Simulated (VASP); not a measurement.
Here is the system:

```xyz
2
Lattice="0.0000 2.1030 2.1030 2.1030 0.0000 2.1030 2.1030 2.1030 0.0000" Properties=species:S:1:pos:R:3 pbc="T T T"
Mn     2.1030     0.0000     2.1030
N      1.0515     1.0515     1.0515
```

Computed with PBEsol GGA, VASP's PBE PAW potentials (set 64) (plane waves; VASP 6.6.1). Numerical set-up: 520 eV cut-off, Gaussian smearing of 0.050 eV, potentials Mn_pv N.

Q: Give the energies of bands 5 to 12 at the high-symmetry points, in eV from the Fermi level.

A: 
| band | Γ | X | U | L | W |
|---|---|---|---|---|---|
| 5 | -6.06 | -7.76 | -7.12 | -7.15 | -6.87 |
| 6 | -6.06 | -4.33 | -4.94 | -5.50 | -5.35 |
| 7 | -6.06 | -4.33 | -4.69 | -5.50 | -4.30 |
| 8 | -0.74 | -2.15 | -2.26 | -0.37 | -2.38 |
| 9 | -0.74 | 0.00 | -0.49 | -0.37 | -0.88 |
| 10 | 3.56 | 0.87 | 0.30 | 0.03 | 0.28 |
| 11 | 4.64 | 0.90 | 1.60 | 2.93 | 1.15 |
| 12 | 4.64 | 0.90 | 1.89 | 2.93 | 2.34 |

It has no gap at this level: it comes out as a metal or semimetal.

The structure was generated: MnN was put into the zinc blende type (F-43m), which need not be its known phase. It was relaxed first, which changed the volume by -35 %. The run is not spin-polarised, so no magnetic state was tried.
